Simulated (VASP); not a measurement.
These are PBEsol GGA, VASP's PBE PAW potentials (set 64) (plane waves; VASP) values and carry that method's errors.

VASP ran on this input.

INCAR:
```
SYSTEM  =  SnO
PREC  =  Accurate; ENCUT  =  620; LREAL  =  .FALSE.
LASPH  =  .TRUE.
EDIFF  =  1E-6; NELM  =  100; ALGO  =  Normal
LMAXMIX  =  4
ISMEAR  =  0; SIGMA  =  0.05
GGA  =  PS
IBRION  =  2; NSW  =  40; ISIF  =  3
EDIFFG  =  -0.02; PSTRESS  =  450
LWAVE  =  .FALSE.; LCHARG  =  .FALSE.
```

### KPOINTS
```
Automatic mesh
0
gamma
  9 9 9
0 0 0
```

### POSCAR
```
SnO
1
   -0.0000000000     2.3992509328     2.3992509328
    2.3992509328     0.0000000000     2.3992509328
    2.3992509328     2.3992509328     0.0000000000
Sn O
1 1
Direct
  1.0000000000   1.0000000000   1.0000000000
  0.2500000000   0.2500000000   0.2500000000
```

POTCAR, in this order: Sn_d O (PBE.64 set). Program: vasp_std.

Task: What will the output report for the number of irreducible k-points (NKPTS), largest plane-wave count, number of space-group operations, FFT grid (NGX, NGY, NGZ)?

Result: 
| Property | Value |
|---|---|
| number of irreducible k-points (NKPTS) | 35 |
| largest plane-wave count | 981 |
| number of space-group operations | 24 |
| FFT grid (NGX, NGY, NGZ) | 28 × 28 × 28 |

The structure was generated: SnO was put into the zinc blende type (F-43m), which need not be its known phase. It was relaxed first under an external pressure of 45 GPa.
